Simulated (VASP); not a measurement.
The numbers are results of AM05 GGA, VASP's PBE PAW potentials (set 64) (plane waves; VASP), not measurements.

A VASP calculation is set up with these files.

KPOINTS:
```
Automatic mesh
0
Gamma
12 12 7
0 0 0
```

**INCAR**
```
! general
SYSTEM =Er
PREC   =Accurate
ENCUT  =520
LREAL  =.FALSE.   ! projection in real space or not
LASPH  =.TRUE.   ! aspherical one-centre terms

! electronic loop
EDIFF  =1E-7   ! SCF stop (eV)
NELM   =100   ! most electronic steps
ALGO   =Normal
LMAXMIX=6

! smearing
ISMEAR =1   ! Methfessel-Paxton
SIGMA  =0.1

! functional
GGA    =AM   ! AM05

! ions
IBRION =2
NSW    =30
ISIF   =4   ! ions and shape, fixed volume
EDIFFG =-0.01   ! ionic stop

! output
LWAVE  =.FALSE.
LCHARG =.FALSE.
```

**POSCAR**
```
Er
1
    1.8012870974    -3.1199203359     0.0000000000
    1.8012870974     3.1199203359     0.0000000000
    0.0000000000     0.0000000000     5.5486212481
Er
2
Direct
  0.3333330000   0.6666670000   0.2500000000
  0.6666670000   0.3333330000   0.7500000000
```

POTCAR, in this order: Er_3 (PBE.64 set). Program: vasp_std.

**Question.** What will the output report for the number of irreducible k-points (NKPTS), largest plane-wave count, number of space-group operations, FFT grid (NGX, NGY, NGZ)?

**Answer.** 
| Item | Result |
|---|---|
| number of irreducible k-points (NKPTS) | 76 |
| largest plane-wave count | 1701 |
| number of space-group operations | 24 |
| FFT grid (NGX, NGY, NGZ) | 28 × 28 × 42 |

The compound is Er in the hcp structure. This cell is one point of a volume scan, at 1.06 of the reference volume. Symmetry was kept, so distortions that lower it aren't found. The 4f electrons are frozen in the core of the lanthanide potential, so 4f levels, which can set the real gap, and their magnetism are missing.
